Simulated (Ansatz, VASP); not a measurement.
Given: the input of a run of Ansatz 0.2.0 on GaSn. 

The input input.yaml:

```yaml
crystal:
  lattice:
    - [0.0, 2.90288142, 3.09821557]
    - [2.72925129, 0.0, 3.09821557]
    - [2.72925129, 2.90288142, 0.0]
  atoms:
    - { symbol: Ga, position: [0.5, 0.5, 0.5] }
    - { symbol: Sn, position: [0.0, 0.0, 0.0] }
hamiltonian:
  xc: pbesol
  pseudopotentials: { kind: paw }
kpoints:
  mp_grid: { grid: [8, 8, 8] }
scf:
  occupations: { method: fermi_dirac, width: 0.05 }
output:
  forces: true
  stress: true
  eigenvalues: true
relax:
  f_tol: 0.01
  max_steps: 40
  cell: { stress_tol: 0.05 }
```

Potentials or basis: Ansatz PAW.

The run is started by

```sh
$ ansatz run input.yaml --threads 2 --pin off --max-ram 5632MiB --backend cpu --events-out ev --progress --plain --runs-dir out
```

**Question.** Set up the same calculation for VASP 6.6.1. Potentials or basis there: PBE PAW files Ga_d, Sn_d, 600 eV.

**Answer.** As run (cutoffs and basis follow the program's own potentials, and thresholds, step limits or extra output files can differ):

INCAR

```
PREC = Accurate
ENCUT = 600
EDIFF = 1E-6
ISMEAR = -1
SIGMA = 0.05
LREAL = F
LASPH = T
NELM = 100
ALGO = Normal
ISIF = 3
LWAVE = F
LCHARG = F
GGA = PS
IBRION = 2
NSW = 40
EDIFFG = -0.02
```

File KPOINTS:

```
regular mesh
0
Gamma
  8 8 8
```

Contents of POSCAR:

```
GaSn
1.0
    0.0000000000      2.9028814200      3.0982155700
    2.7292512900      0.0000000000      3.0982155700
    2.7292512900      2.9028814200      0.0000000000
Ga Sn
1 1
Direct
    0.5000000000      0.5000000000      0.5000000000
    0.0000000000      0.0000000000      0.0000000000
```

Potentials or basis: VASP PAW PBE potentials, release 64 (Ga_d, Sn_d).

The run is started by

```bash
$ cat potpaw_PBE.64/Ga_d/POTCAR potpaw_PBE.64/Sn_d/POTCAR > POTCAR
$ mpirun -np 1 vasp_std > vasp.out
```

Both were run:

|  | Ansatz | VASP |
| --- | --- | --- |
| Relaxed volume | 23.08 Å³/atom | 23.09 Å³/atom |
| Relaxed cell | a = 4.027 Å, b = 4.027 Å, c = 4.026 Å, α = 60.00°, β = 60.00°, γ = 60.00° | a = 4.027 Å, b = 4.027 Å, c = 4.027 Å, α = 60.00°, β = 59.99°, γ = 60.01° |
| Space group after relaxing | Fm-3m (No. 225) | Fm-3m (No. 225) |
| Pressure after relaxing | 0.0 GPa | -0.1 GPa |

Ansatz's pressure holds a Pulay term of +0.04 GPa for its cutoff of 420 eV, which the other run lacks.

Ansatz's potentials were made for PBE. VASP's potentials were made for PBE.

Where Ansatz's input types no cutoff or centring, it takes its own default and a Γ-centred mesh.

Pressure is positive in compression.
